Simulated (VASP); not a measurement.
All values below come from PBE GGA, VASP's PBE PAW potentials (set 64) (plane waves; VASP 6.6.1).

A VASP calculation is set up with these files.

INCAR:
```
SYSTEM  =  Pb
PREC  =  Accurate; ENCUT  =  400; LREAL  =  .False.
LASPH  =  .True.; NELECT  =  14.02
EDIFF  =  1E-6; NELM  =  100; ALGO  =  Normal
LMAXMIX  =  4
ISMEAR  =  0; SIGMA  =  0.05
GGA  =  PE
ISIF  =  2
LWAVE  =  .False.; LCHARG  =  .False.
```

### POSCAR
```
Pb
1.0
  0.0000000000   2.5245000000   2.5245000000
  2.5245000000   0.0000000000   2.5245000000
  2.5245000000   2.5245000000   0.0000000000
Pb
1
Cart
  0.0000000000   0.0000000000   0.0000000000
```

**KPOINTS**
```
Automatic mesh
0
Gamma
11 11 11
0 0 0
```

POTCAR, in this order: Pb_d (PBE.64 set). Program: vasp_std.

Problem. What will the output report for the number of irreducible k-points (NKPTS), number of bands (NBANDS), largest plane-wave count, number of space-group operations, FFT grid (NGX, NGY, NGZ)?

Solution. 
| Item | Result |
|---|---|
| number of irreducible k-points (NKPTS) | 56 |
| number of bands (NBANDS) | 11 |
| largest plane-wave count | 596 |
| number of space-group operations | 48 |
| FFT grid (NGX, NGY, NGZ) | 24 × 24 × 24 |

The compound is Pb in the fcc structure. The cell was not relaxed at this level. The run is one of a series of settings (ISMEAR = 0, NELECT = 14.02, SIGMA = 0.05 against the base run), some of them coarse on purpose.
